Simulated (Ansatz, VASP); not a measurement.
**TaN: VASP beside Ansatz**

Wanted: the spread between two codes on one cell, functional and k mesh. Of the first pair: The structure shown is the end of the Ansatz relaxation below.

Calculated with Ansatz 0.2.0; plane waves, with VASP 6.6.1 beside it; single point at PBEsol and zone-centre phonons at PBEsol.

**1. The starting structure**

The structure is hexagonal, space group P-6m2 (No. 187). The conventional cell has a = 2.919 Å, b = 2.919 Å, c = 2.899 Å, α = 90.00°, β = 90.00°, γ = 120.00°. N has 6 Ta at 2.22 Å nearest. Ta has 6 N at 2.22 Å nearest. Farther neighbours and most contacts between anions are not listed.

As a file:

```cif
data_structure
_symmetry_space_group_name_H-M 'P 1'
_symmetry_Int_Tables_number 1
_cell_length_a 2.9187
_cell_length_b 2.9187
_cell_length_c 2.8993
_cell_angle_alpha 90.000
_cell_angle_beta 90.000
_cell_angle_gamma 120.000
_cell_volume 21.39
loop_
_atom_site_label
_atom_site_type_symbol
_atom_site_fract_x
_atom_site_fract_y
_atom_site_fract_z
_atom_site_occupancy
N1 N 0.66667 0.33333 0.00000 1
Ta2 Ta 0.00000 0.00000 0.50000 1
```

**2. Ansatz: relaxation, PBEsol**

Ansatz runs on its PAW soft_1 files.

This run makes the geometry at which the two programs are then compared.

Input file input.yaml:

```yaml
crystal:
  lattice:
    - [2.9238313694, 0.0, 0.0]
    - [-1.4619156847, 2.5321122423, 0.0]
    - [0.0, 0.0, 2.8993127197]
  atoms:
    - { symbol: "N", position: [0.6666666667, 0.3333333333, 0.0] }
    - { symbol: Ta, position: [0.0, 0.0, 0.5] }
kpoints:
  mp_grid: { grid: [18, 18, 16] }
hamiltonian:
  xc: pbesol
  pseudopotentials: { kind: paw, azcp: { folder: soft_1 }, xc_functional: pbe }
scf:
  occupations: { method: methfessel_paxton, width: 0.2 }
output:
  forces: true
  stress: true
  eigenvalues: true
relax:
  adjacent_minimum: "off"
  f_tol: 0.001
  max_steps: 60
  cell: { stress_tol: 0.01, fix: [c, angles] }
```

Started as:

```console
$ ansatz run input.yaml --threads 4 --pin off --max-ram 10240MiB --backend cpu --events-out ev --progress --plain --runs-dir out
```

Numbers of over 12 decimals in the logs are rounded to 6 here.

The program printed:

```text
Warning: crystal.symmetry: narrowed to the stabiliser of the fixed cell quantities (relax.cell.fix) — unitary ops 12 → 4. The narrowing is safe, since a smaller group never makes results wrong: the run goes on under it, on as many k-points as the starting group would need, or more. Excluded: 8 operations that would move a fixed cell quantity at a test strain (relax.cell.fix fixes c, alpha, beta, gamma). The cell can leave their symmetry as it relaxes.
Engine: ansatz 0.2.0, x86_64-unknown-linux-gnu
Pseudopotentials: kind: paw
Pseudopotential: N, paw, valence charge 5, recommended cutoff 420 eV (normal), soft_1/N.paw.azcp
Pseudopotential: Ta, paw, valence charge 13, recommended cutoff 420 eV (normal), soft_1/Ta.paw.azcp
Functional definition: PBEsol
  exchange = pbesol_x
  correlation = pbesol_c
Crystal: 2 atoms, lattice volume = 21.465 Å³
Basis set: ecut = 420 eV, 405 PW (Γ), exchange–correlation on 40×40×40 points (8 copies of the dense FFT grid, shifted against one another)
Bands: 13, of which v1, the nominal top of the filled ones, is band 9 counted from 1 (8 counted from 0)
Symmetry: 4 space group operations
k-points: 819 of 5184 (time reversal used)
Non-local potential: N, projectors of the file, l = 0: 2, l = 1: 2, l = 2: 1
Non-local potential: Ta, projectors of the file, l = 0: 3, l = 1: 2, l = 2: 2, l = 3: 1
PAW form: soft (Blöchl's): semilocal exchange-correlation on the pseudo side does not see the compensation charge
PAW frozen core: N, regenerated for the run's functional, and the local potential with it (the file was generated under x = pbe(κ = 0.804, μ = 0.219515), c = pbe(β = 0.066725))
PAW frozen core: Ta, regenerated for the run's functional, and the local potential with it (the file was generated under x = pbe(κ = 0.804, μ = 0.219515), c = pbe(β = 0.066725))
PAW one-centre angular grid: N, 110 points (default); XC on 64 Gauss nodes
PAW one-centre angular grid: Ta, 590 points (default); XC on 64 Gauss nodes
Initial density: superposition of atomic densities (chi_scale 0.1, normalization cell, long waves kept (reshape's long-wave potential 0.00 eV rms))
Initial wavefunctions: pseudopotential atomic-orbital guess
Functional: x = pbesol(κ = 0.804, μ = 0.123457), c = pbesol(β = 0.046)
SCF iter   1: F=—  HF=-10188.579269 eV  |F-HF|=—  |Δ(HF+E_count)|=         —  Δρ=4.86e-2  dr2=2.82e-1  ethr=3.10e-3  ⟨swp⟩=5.0  Hψ=53175  notcnv=0
preconditioner: auto → none  [metal: Δε(μ)=0.066 eV  Ē_g=11.166 eV  σ=0.200 eV  W_gap=0.27  n_scr=8 (ndim 8)  ℏωp=25.3 eV  f_vac=0.000  D(μ)=0.06/eV (n_scr^D=0)  sad-step TF]
SCF iter   2: F=—  HF=-10188.569176 eV  |F-HF|=—  |Δ(HF+E_count)|=   1.01e-2  S|Δr|=    0.00e0  Δρ=3.04e-2  dr2=1.22e-1  ethr=1.57e-3  ⟨swp⟩=1.0  Hψ=17199  notcnv=0
SCF iter   3: F=—  HF=-10188.554228 eV  |F-HF|=—  |Δ(HF+E_count)|=   1.49e-2  S|Δr|=    0.00e0  Δρ=1.62e-3  dr2=2.53e-4  ethr=6.77e-4  ⟨swp⟩=2.8  Hψ=14936  notcnv=0
SCF iter   4: F=—  HF=-10188.554316 eV  |F-HF|=—  |Δ(HF+E_count)|=   8.73e-5  S|Δr|=    0.00e0  Δρ=3.92e-4  dr2=2.71e-5  ethr=1.40e-6  ⟨swp⟩=2.5  Hψ=17476  notcnv=0
SCF iter   5: F=—  HF=-10188.554320 eV  |F-HF|=—  |Δ(HF+E_count)|=   4.24e-6  S|Δr|=    0.00e0  Δρ=4.11e-5  dr2=2.15e-7  ethr=1.51e-7  ⟨swp⟩=2.0  Hψ=14072  notcnv=0
SCF iter   6: F=-10188.554320 eV  HF=-10188.554320 eV  |F-HF|=6.64e-10  |Δ(HF+E_count)|=   9.47e-9  S|Δr|=    0.00e0  Δρ=8.43e-6  dr2=4.72e-9  ethr=5.56e-10  ⟨swp⟩=6.7  Hψ=51814  notcnv=0
SCF 1 converged in 6 iterations: F = -10188.554320 eV  dr2 = 4.72e-9
  greatest PAW one-centre occupation: 0.999 electrons in one spin orbital (limit 2), on the Ta atom at site 1 (counted from 0), in its partial waves of l = 0
relax step   1: F+E_penalty+E_count = -10188.55431989 eV  Δ(F+E_penalty+E_count) = +0.000e0 eV  max|allowed force component| = 1.198e-6 eV/Å  Δτ_max = 0.0000 Å  P = -3.797 GPa  Ω = 21.465 Å³  fix = [c, alpha, beta, gamma]  reactions: c -8.324 GPa; gamma -0.000 GPa/rad  (6 SCF iters, dr2 threshold 1.00e-7 eV, accepted)
[...]
relax step   3: F+E_penalty+E_count = -10188.55480751 eV  Δ(F+E_penalty+E_count) = -4.876e-4 eV  max|allowed force component| = 5.096e-7 eV/Å  Δτ_max = 0.0000 Å  P = -2.615 GPa  Ω = 21.391 Å³  energy of the carried Pulay correction = +1.292e-4 eV  fix = [c, alpha, beta, gamma]  reactions: c -7.823 GPa; gamma +0.000 GPa/rad  (7 SCF iters, accepted)
[...]
relax step   4: F+E_penalty+E_count = -10188.55480840 eV  Δ(F+E_penalty+E_count) = -8.913e-7 eV  max|allowed force component| = 3.318e-7 eV/Å  Δτ_max = 0.0000 Å  P = -2.606 GPa  Ω = 21.390 Å³  energy of the carried Pulay correction = +1.300e-4 eV  fix = [c, alpha, beta, gamma]  reactions: c -7.819 GPa; gamma +0.000 GPa/rad  (2 SCF iters, dr2 threshold 2.67e-10 eV, accepted)
[...]
relax step   5: F+E_penalty+E_count = -10188.55468062 eV  Δ(F+E_penalty+E_count) = +1.278e-4 eV  max|allowed force component| = 3.283e-7 eV/Å  Δτ_max = 0.0000 Å  P = -2.616 GPa  Ω = 21.390 Å³  fix = [c, alpha, beta, gamma]  reactions: c -7.825 GPa; gamma +0.000 GPa/rad  stress off target by 1.17e-2 GPa on what of the cell is left free  SCF on the basis re-selected at this cell (its energy is not comparable with the rows above)  (4 SCF iters)
[...]
relax step   6: F+E_penalty+E_count = -10188.55468163 eV  Δ(F+E_penalty+E_count) = -1.010e-6 eV  max|allowed force component| = 8.493e-8 eV/Å  Δτ_max = 0.0000 Å  P = -2.607 GPa  Ω = 21.390 Å³  energy of the carried Pulay correction = +9.897e-7 eV  fix = [c, alpha, beta, gamma]  reactions: c -7.821 GPa; gamma +0.000 GPa/rad  (2 SCF iters, dr2 threshold 3.40e-10 eV, accepted)
[...]
relax step   7: F+E_penalty+E_count = -10188.55468163 eV  Δ(F+E_penalty+E_count) = -6.730e-11 eV  max|allowed force component| = 8.172e-8 eV/Å  Δτ_max = 0.0000 Å  P = -2.607 GPa  Ω = 21.390 Å³  fix = [c, alpha, beta, gamma]  reactions: c -7.821 GPa; gamma +0.000 GPa/rad  stress off target by 1.11e-5 GPa on what of the cell is left free  SCF on the basis re-selected at this cell (its energy is not comparable with the rows above)  (4 SCF iters)
basis re-selected at this cell: Δ(F+E_penalty+E_count) = -6.730e-11 eV, ΔP = +0.000 GPa vs the last step (what re-selecting the basis moved, of the pressure what is left beyond the Pulay correction that the steps carried, after the strain that the cell walked since its last selection, with what the two solves' SCF thresholds leave and, on support functions, any second-order correction that the steps lacked; it is no  [...]
SCF converged after 4 iterations
Stability not checked: this state was not tested for a lower state beside it, because cold or Methfessel-Paxton smearing, or corrected tetrahedra, fill the levels in a way that the test cannot read (fill_not_monotonic; see scf.lower_state_search)
Free energy (F): -10188.554682 eV
Harris-Foulkes:  -10188.554682 eV  (|F-HF|=5.46e-12)
Internal energy: -10188.555013 eV  (E = F + TS)
E sigma→0 (E₀):  -10188.554764 eV
Entropy (-TS):   0.000331 eV (0.166 meV/atom)
Fermi energy:    20.086595 eV
--- Per-component energies (eV) ---
  E_band       = -53.465528
  E_kinetic    = 523.191291
  E_local      = -584.480238  (includes V_loc(G=0)·N_el)
  E_nonlocal   = 26.382118
  E_hartree    = 208.414942
  E_xc         = -379.009059
  E_vxc        = -310.182853  (∫ρ·V_xc dr)
  E_paw        = -8304.544680  (= ΣΔE_a)
  E_vpaw       = -125.206651  (= ΣTr[D̂ρ^β])
  E_aug_tail   = 0.000921  (compensation charges beyond the density's cutoff)
  E_ewald      = -1678.752119
  E_core_change = 0.241812  (= ΣΔE_core)
  E_smearing   = 0.000331  (= −TS)
  E_closure    = 0.000000  (closes the sum)
  Σ components = -10188.554682   (vs F -10188.554682, Δ=0.00e0)
--- Forces (eV/Å), atoms counted from 1 ---
  atom   1  N     -0.00000008     0.00000005    -0.00000000
  atom   2  Ta     0.00000008    -0.00000005    -0.00000000
  max |Σ_I F_I| component: 2.02e-10 eV/Å
--- Stress (GPa, compression-positive) ---
        0.000011      -0.000000      -0.000000
       -0.000000       0.000011      -0.000000
       -0.000000      -0.000000      -7.820875
  P = ⅓ Tr σ = -2.6070 GPa (-26.070 kbar)
--- Band table (eV; the first three rows and the last of 819) ---
  k-point 0: bands = [... 5 lower, 15.6282, 15.6282, 15.8418, 17.1234, 22.4745, 23.6852, 23.6852, 24.1442]
  k-point 1: bands = [... 5 lower, 15.5073, 15.6602, 15.6602, 17.4056, 22.6165, 23.0970, 23.0970, 24.5934]
  k-point 2: bands = [... 5 lower, 14.7988, 15.7524, 15.7524, 18.0029, 22.3044, 22.3044, 23.0027, 24.9638]
  k-point 818: bands = [... 5 lower, 12.7557, 13.8837, 14.4759, 19.7554, 24.3361, 25.6433, 26.1843, 27.3224]
--- Relaxed structure (5 steps of the walk, 4 accepted, 2 SCFs on fresh bases) ---
  F+E_penalty+E_count = -10188.55468163 eV   max|allowed force component| = 8.172e-8 eV/Å   (the final SCF, on the basis selected at the relaxed cell)
  cell:  # Å, volume = 21.3897 Å³
    - [2.918702, 0, 0]
    - [-1.459351, 2.527670, 0]
    - [0, 0, 2.8993127197]
  atoms:
    - { symbol: N, position: [0.666667, 0.333333, 0] }
    - { symbol: Ta, position: [-7.204717684880175e-10, 7.204717314805842e-10, 0.500000] }
```

**3. VASP: single point, PBEsol**

The same cell, functional, mesh and smearing now go to VASP, with its own data sets.

Lines of VASP's logs that name or quote its potential files are left out, and so is its time.

Input file INCAR:

```
SYSTEM = TaN
PREC = Accurate
ENCUT = 600
EDIFF = 1E-06
NELM = 120
ISMEAR = 1
SIGMA = 0.2
LREAL = .FALSE.
ALGO = Normal
GGA = PS
NBANDS = 14
LASPH = .TRUE.
LORBIT = 11
LWAVE = .FALSE.
LCHARG = .FALSE.
ISIF = 2
GGA_COMPAT = .FALSE.
KPAR = 2
```

Input file POSCAR:

```
TaN
1.0
    2.9187021327      0.0000000000      0.0000000000
   -1.4593510664      2.5276701930      0.0000000000
    0.0000000000      0.0000000000      2.8993127197
N Ta
1 1
Direct
    0.6666666674      0.3333333326      0.0000000000
    0.0000000007      0.9999999993      0.5000000000
```

Input file KPOINTS:

```
Automatic mesh
0
Gamma
18 18 16
0 0 0
```

PAW data sets: N and Ta_pv (PBE family, release 64).

Started as:

```console
$ mpirun -np 2 vasp_std
```

The program printed:

```text
[banner, memory and clock lines left out]
running    2 mpi-ranks, on    1 nodes
 distrk:  each k-point on    1 cores,    2 groups
 distr:  one band on    1 cores,    1 groups

 POSCAR found type information on POSCAR N Ta
 POSCAR found :  2 types and       2 ions
|                                                                             |
|               ----> ADVICE to this user running VASP <----                  |
|                                                                             |
|     You enforced a specific xc type in the INCAR file but a different       |
|     [... a line on the potential file left out ...]
|     I HOPE YOU KNOW WHAT YOU ARE DOING!                                     |
|                                                                             |

 LDA part: xc-table for (Slater+PW92), standard interpolation
 POSCAR, INCAR and KPOINTS ok, starting setup
 FFT: planning ... GRIDC
 FFT: planning ... GRID_SOFT
 FFT: planning ... GRID
 WAVECAR not read
 entering main loop
       N       E                     dE             d eps       ncg     rms          rms(c)
DAV:   1     0.103323016713E+03    0.10332E+03   -0.98301E+03  9324   0.134E+03
DAV:   2    -0.224634704722E+02   -0.12579E+03   -0.11896E+03 11388   0.346E+02
DAV:   3    -0.261183203323E+02   -0.36548E+01   -0.36309E+01 10848   0.580E+01
DAV:   4    -0.261376132998E+02   -0.19293E-01   -0.19290E-01 10962   0.445E+00
DAV:   5    -0.261377286623E+02   -0.11536E-03   -0.11536E-03 11118   0.333E-01    0.240E+01
DAV:   6    -0.239341718596E+02    0.22036E+01   -0.39489E+00 11228   0.247E+01    0.102E+01
DAV:   7    -0.238409723690E+02    0.93199E-01   -0.37874E-01 11610   0.630E+00    0.705E+00
DAV:   8    -0.238087217823E+02    0.32251E-01   -0.13356E-01 12426   0.353E+00    0.147E+00
DAV:   9    -0.238037154353E+02    0.50063E-02   -0.11110E-02 10530   0.965E-01    0.211E-01
DAV:  10    -0.238036205347E+02    0.94901E-04   -0.53593E-04 12630   0.284E-01    0.141E-01
DAV:  11    -0.238035817829E+02    0.38752E-04   -0.62079E-05 10764   0.816E-02    0.135E-02
DAV:  12    -0.238035818577E+02   -0.74785E-07   -0.41778E-06 11766   0.195E-02
   1 F= -.23803582E+02 E0= -.23803688E+02  d E =0.318848E-03
```

Parts of OUTCAR (step 3):

```text
ion  position               nearest neighbor table
   1  0.667  0.333  0.000-   2 2.22   2 2.22   2 2.22   2 2.22   2 2.22   2 2.22
   2  0.000  1.000  0.500-   1 2.22   1 2.22   1 2.22   1 2.22   1 2.22   1 2.22

  LATTYP: Found a hexagonal cell.
 ALAT       =     2.9187021327
 C/A-ratio  =     0.9933568373

 Subroutine GETGRP returns: Found 12 space group operations
 (whereof 12 operations were pure point group operations)

The static configuration has the point symmetry D_3h.

 Found    333 irreducible k-points:

   k-points           NKPTS =    333   k-points in BZ     NKDIM =    333   number of bands    NBANDS=     14

   dimension x,y,z NGX =    24 NGY =   24 NGZ =   24
   dimension x,y,z NGXF=    48 NGYF=   48 NGZF=   48

   ENCUT  =  600.0 eV  44.10 Ry    6.64 a.u.   5.83  5.83  5.79*2*pi/ulx,y,z

   NELECT =      16.0000    total number of electrons

 k-points in reciprocal lattice and weights: Automatic mesh
   0.00000000  0.00000000  0.00000000       0.000
   0.05555556 -0.00000000  0.00000000       0.001
   0.11111111 -0.00000000  0.00000000       0.001
   0.16666667 -0.00000000  0.00000000       0.001
   0.22222222 -0.00000000  0.00000000       0.001
   0.27777778  0.00000000  0.00000000       0.001
   0.33333333 -0.00000000  0.00000000       0.001
   0.38888889 -0.00000000  0.00000000       0.001
   0.44444444 -0.00000000  0.00000000       0.001
[...]
0.33333333  0.27777778  0.50000000       0.002
   0.33333333  0.33333333  0.50000000       0.000

 average (electrostatic) potential at core
       1 -61.6656       2 -34.7272

 E-fermi :   8.1192

 k-point     1 :       0.0000    0.0000    0.0000
  band No.  band energies     occupation
    ...
      4      -9.6109      2.00000
      5       3.6708      2.00000
      6       3.6708      2.00000
      7       3.8720      2.00000
      8       5.1768      2.00000
      9      10.5438     -0.00000
     10      11.7316     -0.00000
     11      11.7316     -0.00000
     12      12.1666      0.00000
     13      12.1666      0.00000
    ...

 k-point     2 :       0.0556   -0.0000    0.0000
  band No.  band energies     occupation
    ...
      4      -9.5441      2.00000
      5       3.4521      2.00000
      6       3.7211      2.00000
      7       3.9822      2.00000
      8       5.0788      2.00000
      9      10.7858     -0.00000
     10      11.5902     -0.00000
     11      11.7423     -0.00000
     12      12.1314      0.00000
     13      12.2571      0.00000
    ...

 k-point     3 :       0.1111   -0.0000    0.0000
  band No.  band energies     occupation
    ...
      4      -9.3508      2.00000
      5       2.9476      2.00000
      6       3.8642      2.00000
      7       4.2306      2.00000
      8       4.8126      2.00000
      9      11.1259     -0.00000
     10      11.5140     -0.00000
     11      11.7841     -0.00000
     12      12.0317     -0.00000
     13      12.4923      0.00000
    ...

  Total        0.0914929      0.0914929     -0.9237080     -0.0000000      0.0000000      0.0000000
  in kB        6.8531915      6.8531915    -69.1894778     -0.0000000      0.0000000      0.0000000
  external PRESSURE =     -18.4943650 kB  Pullay stress =       0.0000000 kB

  energy-cutoff  :      600.00
  volume of cell :       21.39
      direct lattice vectors                 reciprocal lattice vectors
     2.918702133  0.000000000  0.000000000     0.342618039  0.197810617  0.000000000
    -1.459351066  2.527670193  0.000000000     0.000000000  0.395621234  0.000000000
     0.000000000  0.000000000  2.899312720     0.000000000  0.000000000  0.344909327

 POSITION                                       TOTAL-FORCE (eV/Angst)
 -----------------------------------------------------------------------------------
      1.45935      0.84256      0.00000         0.000000      0.000000      0.000000
     -1.45935      2.52767      1.44966        -0.000000      0.000000      0.000000
 -----------------------------------------------------------------------------------
    total drift:                               -0.000003      0.000002      0.000000

  FREE ENERGIE OF THE ION-ELECTRON SYSTEM (eV)
  ---------------------------------------------------
  free  energy   TOTEN  =       -23.8035818577 eV

  energy  without entropy=      -23.8039007055  energy(sigma->0) =      -23.80368814

 total charge
# of ion       s       p       d       tot
------------------------------------------
    1        1.219   2.486   0.000   3.705
    2        0.308   6.271   2.445   9.024
--------------------------------------------------
tot          1.527   8.758   2.445  12.729

[... 3 further parts left out ...]
```

The run ends at a pressure of -1.85 GPa.

**4. Side by side**

Known differences besides the potentials themselves: the data sets hold 18 valence electrons in Ansatz (on its PAW soft_1 files) and 16 in VASP; the cutoff is 420 eV in Ansatz and 600 eV in VASP; Ansatz makes its cores anew for this functional, VASP keeps those of its PBE data sets; Ansatz's pressure holds a Pulay correction, VASP's none. Total energies have different zeros and are not compared.

The two programs side by side:

```csv
quantity,Ansatz,VASP,difference
pressure (GPa),-2.61,-1.85,-0.76
```

(Continued in part 2 of 2.)

[Lines on the potential files, build, host, timing and source positions are cut from VASP's logs without a mark.]

[Logs are printed without paths, hosts, clocks, repeated set-up lines and the standing remarks that a program may print on its own settings, such as how far it seeks lower states.]

[Hosts, paths, dates, database ids (printed as entryN), source tags and the programs' standing remarks are cut or masked in the printed files.]
